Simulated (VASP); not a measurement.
GaP:

```
CELL_PARAMETERS angstrom
0.00000 2.71733 2.71733
2.71733 0.00000 2.71733
2.71733 2.71733 0.00000
ATOMIC_POSITIONS crystal
Ga 0.00000 0.00000 0.00000
P 0.25000 0.25000 0.25000
```

The cell was built by a generator and needn't be a form met in nature.

Base run:

* Program: VASP 6.6.1
* Functional: r2SCAN
* Dispersion: rVV10
* Potentials or basis: VASP PAW PBE potentials, release 64 (Ga_d, P)
* Cutoff: 520 eV
* k mesh: 10 × 10 × 10
* Occupations: gaussian, width 0.02 eV
* Spin: no spin polarisation

Its results: band gap on the k mesh 1.80 eV, indirect (least direct gap 2.40 eV).

Problem. The run is repeated on the same cell with these changes: functional from r2SCAN to PBE; dispersion from rVV10 to none. What comes out?

Solution. Band gap on the k mesh 1.59 eV, indirect (least direct gap 1.90 eV).

Several settings changed at once, so the effect can't be laid on one alone.
